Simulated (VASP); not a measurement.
Calculation: PBEsol GGA, VASP's PBE PAW potentials (set 64) (plane waves; VASP 6.6.1).

VASP input:

**KPOINTS**
```
Automatic mesh
0
Gamma
7 7 7
0 0 0
```

### INCAR
```
MAGMOM = 3*2.0 0.0
PREC = Accurate
ALGO = Normal   # blocked Davidson
ISMEAR = 0   # Gaussian
LORBIT = 11   # lm-projected
NELM = 100
ISPIN = 2
GGA = PS
SIGMA = 0.05
LASPH = .TRUE.   # aspherical one-centre terms
LCHARG = .FALSE.
LMAXMIX = 6
ISIF = 2   # forces and stress, cell fixed
LREAL = .FALSE.   # projection in real space or not
SYSTEM = TaNi3
LWAVE = .FALSE.
EDIFF = 1E-6   # SCF stop (eV)
ENCUT = 300
```

POSCAR:
```
TaNi3
1
   -1.8135000000     1.8135000000     3.7275000000
    1.8135000000    -1.8135000000     3.7275000000
    1.8135000000     1.8135000000    -3.7275000000
Ni Ta
3 1
Direct
  0.7500000000   0.2500000000   0.5000000000
  0.2500000000   0.7500000000   0.5000000000
  0.5000000000   0.5000000000   0.0000000000
  0.0000000000   0.0000000000   0.0000000000
```

POTCAR, in this order: Ni Ta_pv (PBE.64 set). Program: vasp_std.

The run wrote:

**OSZICAR**
```
       N       E                     dE             d eps       ncg     rms          rms(c)
DAV:   1     0.223339795324E+03    0.22334E+03   -0.13688E+04  4392   0.131E+03
DAV:   2    -0.221659837633E+02   -0.24551E+03   -0.23795E+03  4380   0.335E+02
DAV:   3    -0.355487383341E+02   -0.13383E+02   -0.12654E+02  4751   0.898E+01
DAV:   4    -0.359700719610E+02   -0.42133E+00   -0.41719E+00  4625   0.154E+01
DAV:   5    -0.359804893582E+02   -0.10417E-01   -0.10412E-01  5111   0.231E+00    0.295E+01
DAV:   6    -0.436813826149E+02   -0.77009E+01   -0.76102E+01  4827   0.131E+02    0.292E+01
DAV:   7    -0.325908925281E+02    0.11090E+02   -0.31051E+01  5238   0.746E+01    0.787E+00
DAV:   8    -0.329503426666E+02   -0.35945E+00   -0.36691E+00  6440   0.300E+01    0.835E+00
DAV:   9    -0.327436253740E+02    0.20672E+00   -0.57052E+00  5784   0.355E+01    0.602E+00
DAV:  10    -0.324984177359E+02    0.24521E+00   -0.90930E-01  6068   0.164E+01    0.123E+00
DAV:  11    -0.325019953677E+02   -0.35776E-02   -0.54336E-02  5054   0.221E+00    0.534E-01
DAV:  12    -0.325000950962E+02    0.19003E-02   -0.38880E-03  5775   0.743E-01    0.243E-01
DAV:  13    -0.325001888033E+02   -0.93707E-04   -0.46191E-04  4707   0.196E-01    0.143E-01
DAV:  14    -0.325001434663E+02    0.45337E-04   -0.73171E-05  5437   0.116E-01    0.652E-02
DAV:  15    -0.325001287518E+02    0.14714E-04   -0.33204E-05  6533   0.637E-02    0.304E-02
DAV:  16    -0.325001231183E+02    0.56335E-05   -0.88079E-06  6278   0.304E-02    0.942E-03
DAV:  17    -0.325001221236E+02    0.99468E-06   -0.13613E-06  2257   0.170E-02
   1 F= -.32500122E+02 E0= -.32499224E+02  d E =-.179709E-02  mag=    -0.0000
```

**OUTCAR**
```
------------------------ aborting loop because EDIFF is reached ----------------------------------------
  FORCE on cell =-STRESS in cart. coord.  units (eV):
  Direction    XX          YY          ZZ          XY          YZ          ZX
  --------------------------------------------------------------------------------------
  Total       -2.2410536     -2.2410536     -2.0473715      0.0000000      0.0000000      0.0000000
  in kB      -73.2234286    -73.2234286    -66.8951258      0.0000000      0.0000000      0.0000000
  external PRESSURE =     -71.1139943 kB  Pullay stress =       0.0000000 kB
  volume of cell :       49.04
      direct lattice vectors                 reciprocal lattice vectors
    -1.813500000  1.813500000  3.727500000     0.000000000  0.275709953  0.134138162
     1.813500000 -1.813500000  3.727500000     0.275709953  0.000000000  0.134138162
     1.813500000  1.813500000 -3.727500000     0.275709953  0.275709953  0.000000000
 POSITION                                       TOTAL-FORCE (eV/Angst)
 -----------------------------------------------------------------------------------
     -0.00000      1.81350      1.86375        -0.000000     -0.000000     -0.000000
      1.81350     -0.00000      1.86375         0.000000      0.000000     -0.000000
      0.00000      0.00000      3.72750         0.000000      0.000000      0.000000
      0.00000      0.00000      0.00000         0.000000      0.000000      0.000000
 -----------------------------------------------------------------------------------
    total drift:                                0.000000      0.000000      0.000000
  FREE ENERGIE OF THE ION-ELECTRON SYSTEM (eV)
  ---------------------------------------------------
  free  energy   TOTEN  =       -32.5001221236 eV

  energy  without entropy=      -32.4983250371  energy(sigma->0) =      -32.49922358

 total charge

# of ion       s       p       d       tot
------------------------------------------
    1        0.520   0.547   8.340   9.407
    2        0.520   0.547   8.340   9.407
    3        0.541   0.524   8.365   9.431
    4        0.390   6.211   2.280   8.880
--------------------------------------------------
tot          1.972   7.828  27.325  37.125

 magnetization (x)

# of ion       s       p       d       tot
------------------------------------------
    1       -0.000   0.000  -0.000   0.000
    2       -0.000   0.000  -0.000   0.000
    3       -0.000  -0.000  -0.000  -0.000
    4        0.000   0.000   0.000   0.000
--------------------------------------------------
tot         -0.000   0.000  -0.000  -0.000
```
(Selected blocks of OUTCAR.)

At this cut-off the stress carries a Pulay error, which pulls relaxed volumes low.

The structure comes from a measured TaNi3 entry of the Crystallography Open Database, whose conditions weren't checked. The cell was not relaxed at this level. The k-mesh is coarse (spacing up to 0.35 per Å, 2π included), so the numbers may not be converged in it.
